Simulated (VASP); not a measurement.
Calculation: PBEsol GGA, VASP's PBE PAW potentials (set 64) (plane waves; VASP).

The input files of a VASP run:

**KPOINTS**
```
kpoints
0
G
 10 10 10
0 0 0
```

### INCAR
```
ALGO = Normal
EDIFF = 1E-6
EDIFFG = -0.01
ENCUT = 400
GGA = PS
IBRION = 2
ISIF = 3
ISMEAR = 1
ISPIN = 2
LASPH = .True.
LCHARG = .False.
LMAXMIX = 4
LORBIT = 10
LREAL = .False.
LWAVE = .False.
MAGMOM = 2.0 0.0
NELM = 100
NSW = 60
PREC = Accurate
SIGMA = 0.1
SYSTEM = NiAl
```

File POSCAR:
```
NiAl
1.0
  0.0000000000   2.8290160000   2.8290160000
  2.8290160000   0.0000000000   2.8290160000
  2.8290160000   2.8290160000   0.0000000000
Ni Al
1 1
Direct
  0.0000000000   0.0000000000   0.0000000000
  0.2500000000   0.2500000000   0.2500000000
```

POTCAR, in this order: Ni Al (PBE.64 set). Program: vasp_std.

**Question.** What will the output report for the number of irreducible k-points (NKPTS), number of bands (NBANDS), largest plane-wave count, number of space-group operations, FFT grid (NGX, NGY, NGZ)?

**Answer.** 
The number of irreducible k-points (NKPTS) is 47. The number of bands (NBANDS) comes out as 11 and the largest plane-wave count is 869. The number of space-group operations comes out as 24 and the FFT grid (NGX, NGY, NGZ) comes out as 28 × 28 × 28.

The structure was generated: NiAl was put into the zinc blende type (F-43m), which need not be its known phase. This run relaxes it. Symmetry was kept, so distortions that lower it aren't found.
